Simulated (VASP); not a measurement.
Data:

```yaml
crystal:
  lattice:
    - [0.00000, 3.04561, 3.04561]
    - [3.04561, 0.00000, 3.04561]
    - [3.04561, 3.04561, 0.00000]
  atoms:
    - { symbol: Cu, position: [0.00000, 0.00000, 0.00000] }
    - { symbol: I, position: [0.25000, 0.25000, 0.25000] }
```

All values below come from PBE GGA with D4 dispersion, VASP's PBE PAW potentials (set 64) (plane waves; VASP). Settings: 520 eV cut-off, 8×8×8 Γ-centred mesh, Gaussian smearing of 0.050 eV, potentials Cu I.

### Question
Give the stress tensor in GPa (positive for a compressed cell).

### Answer

```
-2.41   0.00   0.00
 0.00  -2.41   0.00
 0.00   0.00  -2.41
```
The pressure is its mean diagonal, -2.41 GPa.

The compound is CuI in the zinc blende structure. This cell is one point of a volume scan, at 1.06 of the reference volume.
